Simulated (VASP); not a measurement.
**Ru: single point with LDA**

Crystal: Ru.

```
Ru
1.0
     2.52825    0.00000    0.00000
     0.00000    2.52825    0.00000
     0.00000    0.00000    2.52825
Ru
1
Direct
  0.00000 0.00000 0.00000
```

This isn't the form of Ru at room conditions, which is hcp.

* Program: VASP 6.6.1
* Task: single point
* Functional: LDA
* Potentials or basis: VASP PAW LDA potentials, release 64 (Ru_pv)
* Cutoff: 520 eV
* k mesh: 14 × 14 × 14
* Occupations: fermi-dirac, width 0.1 eV
* Spin: no spin polarisation

| Quantity | Value |
| --- | --- |
| Pressure | -16.1 GPa |
| Band gap on the k mesh | none (metal or under the smearing width) |

Levels at points of the mesh, in eV from the Fermi level:
| k point | band 3 | band 4 | band 5 | band 6 | band 7 | band 8 | band 9 | band 10 | band 11 | band 12 |
| --- | --- | --- | --- | --- | --- | --- | --- | --- | --- | --- |
| (0.00, 0.00, 0.00) | -42.18 | -7.04 | -5.18 | -5.18 | 1.59 | 1.59 | 1.59 | 10.49 | 16.39 | 16.39 |
| (0.50, 0.00, 0.00) | -42.09 | -4.45 | -4.38 | -0.95 | -0.95 | -0.19 | 1.84 | 7.14 | 10.49 | 16.37 |
| (0.50, 0.50, 0.00) | -42.00 | -5.86 | -3.51 | -0.45 | -0.45 | 3.45 | 5.56 | 5.56 | 10.49 | 13.75 |
| (0.50, 0.50, 0.50) | -42.92 | -4.56 | -4.56 | -4.56 | 3.62 | 3.62 | 9.29 | 10.49 | 12.28 | 12.28 |

It took 14 s on 1 thread of Intel(R) Xeon(R) Platinum 8259CL CPU @ 2.50GHz (Skylake/Cascade Lake) (shared host), peak memory 0.13 GiB.

Caveat: so large a pressure means that the cell lies far from this level's equilibrium, or that cutoff or potentials fall short.
